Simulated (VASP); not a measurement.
Level of theory: G0W0 on PBE orbitals, VASP's PBE PAW potentials (set 64) (plane waves; VASP).

A VASP calculation is set up with these files.

**KPOINTS**
```
Automatic mesh
0
Gamma
  6 6 4
```

INCAR:
```
SYSTEM = SiC
PREC = Normal
ENCUT = 500
ALGO = EVGW0
LREAL = .FALSE.
LASPH = .TRUE.
ISMEAR = 0
SIGMA = 0.01
GGA = PE
LWAVE = .TRUE.
LCHARG = .FALSE.
NBANDS = 192
ENCUTGW = 180
NELMGW = 1
NOMEGA = 64
NBANDSGW = 18
LSPECTRALGW = .TRUE.
```

**POSCAR**
```
SiC
10.10
  0.1524752475  -0.2640948515   0.0000000000
  0.1524752475   0.2640948515   0.0000000000
  0.0000000000   0.0000000000   0.5000000000
Si C
2 2
Direct
  0.6666670000   0.3333330000   0.5000000000
  0.3333330000   0.6666670000   0.0000000000
  0.6666670000   0.3333330000   0.8750000000
  0.3333330000   0.6666670000   0.3750000000
```

POTCAR, in this order: Si_GW C_GW_new (PBE.64 set). Program: vasp_std. Read from the step before: W*.

Output of the run:

**OSZICAR**
```
energies w=
    0.000    0.000    0.594    0.000    1.186    0.000    1.776    0.000
    2.361    0.000    2.942    0.000    3.517    0.000    4.085    0.000
    4.646    0.000    5.200    0.000    5.746    0.000    6.284    0.000
    6.815    0.000    7.339    0.000    7.856    0.000    8.367    0.000
    8.873    0.000    9.375    0.000    9.872    0.000   10.367    0.000
   10.860    0.000   11.352    0.000   11.845    0.000   12.338    0.000
   12.835    0.000   13.335    0.000   13.841    0.000   14.354    0.000
   14.875    0.000   15.406    0.000   15.949    0.000   16.505    0.000
   17.078    0.000   17.670    0.000   18.282    0.000   18.919    0.000
   19.584    0.000   20.281    0.000   21.013    0.000   21.786    0.000
   22.607    0.000   23.482    0.000   24.419    0.000   25.426    0.000
   26.518    0.000   27.705    0.000   29.005    0.000   30.438    0.000
   32.028    0.000   33.807    0.000   35.813    0.000   38.098    0.000
   40.725    0.000   43.782    0.000   47.386    0.000   51.702    0.000
   56.963    0.000   63.517    0.000   71.904    0.000   83.008    0.000
   98.382    0.000  121.038    0.000  157.678    0.000  226.840    0.000
NQ=   1    0.0000    0.0000    0.0000,
 performed        569000 updates of chi_q(r,r)
NQ=   2    0.1667   -0.0000    0.0000,
 performed       1615000 updates of chi_q(r,r)
NQ=   3    0.3333    0.0000    0.0000,
 performed       2661000 updates of chi_q(r,r)
NQ=   4    0.5000   -0.0000    0.0000,
 performed       3458000 updates of chi_q(r,r)
NQ=   5    0.1667    0.1667    0.0000,
 performed       4545000 updates of chi_q(r,r)
NQ=   6    0.3333    0.1667    0.0000,
 performed       5798000 updates of chi_q(r,r)
NQ=   7    0.3333    0.3333    0.0000,
 performed       6484000 updates of chi_q(r,r)
NQ=   8    0.0000    0.0000    0.2500,
 performed       7101000 updates of chi_q(r,r)
NQ=   9    0.1667   -0.0000    0.2500,
 performed       8271000 updates of chi_q(r,r)
NQ=  10    0.3333    0.0000    0.2500,
 performed       9441000 updates of chi_q(r,r)
NQ=  11    0.5000   -0.0000    0.2500,
 performed      10362000 updates of chi_q(r,r)
NQ=  12    0.1667    0.1667    0.2500,
 performed      11615000 updates of chi_q(r,r)
NQ=  13    0.3333    0.1667    0.2500,
 performed      13034000 updates of chi_q(r,r)
NQ=  14    0.3333    0.3333    0.2500,
 performed      13789000 updates of chi_q(r,r)
NQ=  15    0.0000    0.0000    0.5000,
 performed      14358000 updates of chi_q(r,r)
NQ=  16    0.1667   -0.0000    0.5000,
 performed      15404000 updates of chi_q(r,r)
NQ=  17    0.3333    0.0000    0.5000,
 performed      16450000 updates of chi_q(r,r)
NQ=  18    0.5000   -0.0000    0.5000,
 performed      17247000 updates of chi_q(r,r)
NQ=  19    0.1667    0.1667    0.5000,
 performed      18334000 updates of chi_q(r,r)
NQ=  20    0.3333    0.1667    0.5000,
 performed      19587000 updates of chi_q(r,r)
NQ=  21    0.3333    0.3333    0.5000,
 performed      20273000 updates of chi_q(r,r)
 resolving degeneracies of screened two electron integrals
```

### OUTCAR
```


 k-point   1 :       0.0000    0.0000    0.0000
  band No.  KS-energies  QP-energies   sigma(KS)   V_xc(KS)     V^pw_x(r,r')   Z            occupation Imag(sigma)

      1      -6.8587      -7.9134     -14.2249     -12.7370     -21.6962       0.7088       2.0000       1.3452
      2      -3.2883      -4.2696     -15.1029     -13.7679     -21.6780       0.7350       2.0000       0.8901
      3      -0.0065      -0.9482     -13.3308     -12.0482     -17.9042       0.7342       2.0000       0.3726
      4       7.3785       6.6288     -15.3200     -14.3591     -17.4305       0.7802       2.0000       0.0601
      5       7.3785       6.6288     -15.3200     -14.3591     -17.4305       0.7802       2.0000       0.0601
      6       8.5614       7.9226     -15.6207     -14.8078     -17.3321       0.7860       2.0000       0.0510
      7       8.7034       8.0719     -15.6830     -14.8807     -17.4191       0.7871       2.0000       0.0513
      8       8.7034       8.0719     -15.6830     -14.8807     -17.4191       0.7871       2.0000       0.0513
      9      13.4503      13.9111     -11.6047     -12.1818      -6.9086       0.7985       0.0000      -0.0665
     10      14.8854      15.3383     -12.2169     -12.7970      -7.0743       0.7808       0.0000      -0.0835
     11      15.3218      15.8126     -10.6800     -11.2981      -5.6594       0.7941       0.0000      -0.0817
     12      15.3218      15.8126     -10.6800     -11.2981      -5.6594       0.7941       0.0000      -0.0817
     13      16.4118      16.9586     -11.2218     -11.9183      -5.9155       0.7851       0.0000      -0.0918
     14      17.6236      18.2160     -10.9880     -11.7484      -5.3997       0.7790       0.0000      -0.1160
     15      17.6236      18.2160     -10.9880     -11.7484      -5.3997       0.7790       0.0000      -0.1160
     16      19.9957      20.5473     -12.3106     -13.0489      -5.5860       0.7472       0.0000      -0.2690
     17      20.0562      20.5815     -10.4162     -11.0804      -4.7885       0.7909       0.0000      -0.1647
     18      20.0562      20.5815     -10.4162     -11.0804      -4.7885       0.7909       0.0000      -0.1647

 k-point   2 :       0.1667   -0.0000    0.0000
  band No.  KS-energies  QP-energies   sigma(KS)   V_xc(KS)     V^pw_x(r,r')   Z            occupation Imag(sigma)

      1      -6.3812      -7.4252     -14.2680     -12.8053     -21.6043       0.7138       2.0000       1.2805
      2      -2.8874      -3.8544     -15.1973     -13.8774     -21.6592       0.7327       2.0000       0.8265
      3       0.4263      -0.5096     -13.4173     -12.1482     -17.8226       0.7374       2.0000       0.3328
      4       5.2066       4.3580     -14.5289     -13.4225     -17.1888       0.7670       2.0000       0.0852
      5       6.6911       5.8983     -15.0033     -13.9830     -17.2753       0.7771       2.0000       0.0659
      6       7.1256       6.3819     -15.3585     -14.4015     -17.5322       0.7771       2.0000       0.0637
      7       8.2001       7.5343     -15.4559     -14.6079     -17.2409       0.7852       2.0000       0.0528
      8       8.4182       7.7586     -15.6265     -14.7863     -17.4461       0.7850       2.0000       0.0530
      9      13.5362      13.9318     -10.7346     -11.2277      -6.0665       0.8024       0.0000      -0.0679
     10      15.4497      15.9464     -11.7044     -12.3398      -6.4860       0.7817       0.0000      -0.0891
     11      15.7728      16.2560     -10.9966     -11.6116      -5.7224       0.7856       0.0000      -0.0933
     12      15.9700      16.5488     -11.8804     -12.6194      -6.6486       0.7832       0.0000      -0.0898
     13      16.0952      16.6252     -10.8165     -11.4914      -5.5261       0.7854       0.0000      -0.0957
     14      17.7455      18.2782     -11.3807     -12.0669      -5.7485       0.7763       0.0000      -0.1275
     15      18.2409      18.7178     -10.7180     -11.3239      -5.2367       0.7869       0.0000      -0.1218
     16      18.5782      19.1290     -10.9536     -11.6627      -5.1342       0.7768       0.0000      -0.1562
     17      19.7644      20.3410     -11.8256     -12.5802      -5.5993       0.7641       0.0000      -0.2090
     18      19.8511      20.3913     -10.5908     -11.2763      -4.9216       0.7881       0.0000      -0.1611

 k-point   3 :       0.3333    0.0000    0.0000
  band No.  KS-energies  QP-energies   sigma(KS)   V_xc(KS)     V^pw_x(r,r')   Z            occupation Imag(sigma)

      1      -5.0167      -6.0359     -14.4536     -13.0572     -21.4053       0.7299       2.0000       1.0976
      2      -1.9388      -2.8775     -15.5727     -14.2820     -21.8102       0.7274       2.0000       0.6917
      3       1.2464       0.3369     -13.8223     -12.5846     -17.9590       0.7348       2.0000       0.2655
      4       2.4856       1.5670     -13.5437     -12.3073     -17.0921       0.7430       2.0000       0.1714
      5       4.3372       3.4614     -14.9175     -13.7520     -18.0983       0.7514       2.0000       0.1125
      6       5.7467       4.8964     -14.7465     -13.6434     -17.2986       0.7709       2.0000       0.0764
      7       6.8378       6.0906     -14.6625     -13.7044     -16.6937       0.7799       2.0000       0.0616
      8       7.7969       7.0851     -15.4350     -14.5249     -17.4222       0.7821       2.0000       0.0570
      9      12.0410      12.3503     -10.3672     -10.7488      -6.0075       0.8107       0.0000      -0.0593
     10      13.5826      13.9531     -10.8574     -11.3208      -6.1924       0.7993       0.0000      -0.0704
     11      15.8584      16.4057     -11.7214     -12.4166      -6.5649       0.7873       0.0000      -0.0854
     12      16.0877      16.5901     -10.5674     -11.2029      -5.3520       0.7905       0.0000      -0.0936
     13      17.2033      17.7471     -11.2805     -11.9813      -5.6788       0.7759       0.0000      -0.1178
     14      18.5159      19.0343     -11.6281     -12.3032      -5.6897       0.7679       0.0000      -0.1589
     15      19.5953      20.1939     -11.8659     -12.6455      -5.8031       0.7678       0.0000      -0.1860
     16      20.7201      21.3408     -12.1952     -13.0292      -5.3257       0.7443       0.0000      -0.2730
     17      20.8677      21.4121     -11.3198     -12.0349      -4.7617       0.7613       0.0000      -0.2810
     18      22.4838      23.0656     -11.2438     -12.0040      -4.5988       0.7653       0.0000      -0.3238

 k-point   4 :       0.5000   -0.0000    0.0000
  band No.  KS-energies  QP-energies   sigma(KS)   V_xc(KS)     V^pw_x(r,r')   Z            occupation Imag(sigma)

      1      -3.5496      -4.5314     -14.9339     -13.6005     -21.5303       0.7363       2.0000       0.9109
      2      -2.0838      -3.0245     -15.1150     -13.8162     -21.2515       0.7243       2.0000       0.6808
      3       0.9412       0.0234     -14.1632     -12.9095     -18.5790       0.7321       2.0000       0.2985
      4       2.4212       1.5039     -14.3450     -13.1021     -18.1690       0.7380       2.0000       0.1894
      5       3.2531       2.3554     -13.9471     -12.7438     -17.2674       0.7460       2.0000       0.1387
      6       5.3774       4.5078     -14.6753     -13.5424     -17.3422       0.7675       2.0000       0.0813
      7       5.3945       4.5819     -13.8251     -12.7747     -16.1440       0.7735       2.0000       0.0775
      8       7.5125       6.7777     -15.3641     -14.4241     -17.4296       0.7817       2.0000       0.0590
      9      11.4514      11.7341     -10.2447     -10.5922      -5.9854       0.8135       0.0000      -0.0567
     10      12.9039      13.2475     -11.2638     -11.6935      -6.8413       0.7997       0.0000      -0.0639
     11      15.5399      16.0432     -11.4567     -12.0920      -6.4406       0.7922       0.0000      -0.0800
     12      15.7758      16.2593     -10.4723     -11.0815      -5.3584       0.7938       0.0000      -0.0881
     13      18.7462      19.3041     -11.1267     -11.8526      -5.1105       0.7686       0.0000      -0.1645
     14      18.8660      19.5015     -12.1342     -12.9676      -6.0669       0.7625       0.0000      -0.1656
     15      19.0129      19.6212     -12.2128     -13.0163      -5.9393       0.7569       0.0000      -0.1910
     16      21.1953      21.6221     -11.0479     -11.6084      -4.4608       0.7615       0.0000      -0.2878
     17      22.5423      23.1132     -11.9836     -12.7564      -4.5697       0.7387       0.0000      -0.4196
     18      24.4547      25.0151     -11.7151     -12.4614      -4.3391       0.7509       0.0000      -0.4995

 k-point   5 :       0.1667    0.1667    0.0000
  band No.  KS-energies  QP-energies   sigma(KS)   V_xc(KS)     V^pw_x(r,r')   Z            occupation Imag(sigma)

      1      -5.4550      -6.4815     -14.3794     -12.9621     -21.4523       0.7243       2.0000       1.1559
      2      -2.1841      -3.1281     -15.4424     -14.1437     -21.7245       0.7269       2.0000       0.7228
      3       1.1726       0.2559     -13.6651     -12.4219     -17.8003       0.7374       2.0000       0.2702
      4       3.4214       2.5243     -14.0318     -12.8335     -17.2907       0.7487       2.0000       0.1303
      5       4.5571       3.6779     -14.3987     -13.2405     -17.3095       0.7591       2.0000       0.0995
      6       5.8873       5.0701     -15.0188     -13.9567     -17.5612       0.7694       2.0000       0.0774
      7       7.2645       6.5205     -15.0701     -14.1166     -17.1405       0.7803       2.0000       0.0608
      8       7.4214       6.7023     -15.0954     -14.1751     -17.0558       0.7814       2.0000       0.0579
      9      13.7259      14.1015     -10.4640     -10.9330      -5.7279       0.8009       0.0000      -0.0721
     10      14.4796      14.8646     -10.8845     -11.3685      -6.0397       0.7955       0.0000      -0.0772
     11      15.6550      16.1840     -11.2852     -11.9583      -6.0460       0.7859       0.0000      -0.0909
     12      15.8966      16.4335     -11.0740     -11.7566      -5.8267       0.7865       0.0000      -0.0919
     13      16.7697      17.3140     -12.1023     -12.8039      -6.6361       0.7757       0.0000      -0.1051
     14      17.9235      18.4573     -11.1892     -11.8733      -5.6252       0.7804       0.0000      -0.1248
     15      18.9913      19.5858     -11.2241     -11.9875      -5.5078       0.7787       0.0000      -0.1460
     16      19.4400      20.0303     -11.9078     -12.6805      -5.7718       0.7640       0.0000      -0.1863
     17      21.1966      21.8063     -11.8311     -12.6310      -5.2924       0.7622       0.0000      -0.2796
...
```
(Selected blocks of OUTCAR.)

The mesh is coarse and the basis finite, so the quasiparticle values are not converged.

The compound is SiC in the wurtzite structure, the rare 2H polytype. The cell was not relaxed at this level.
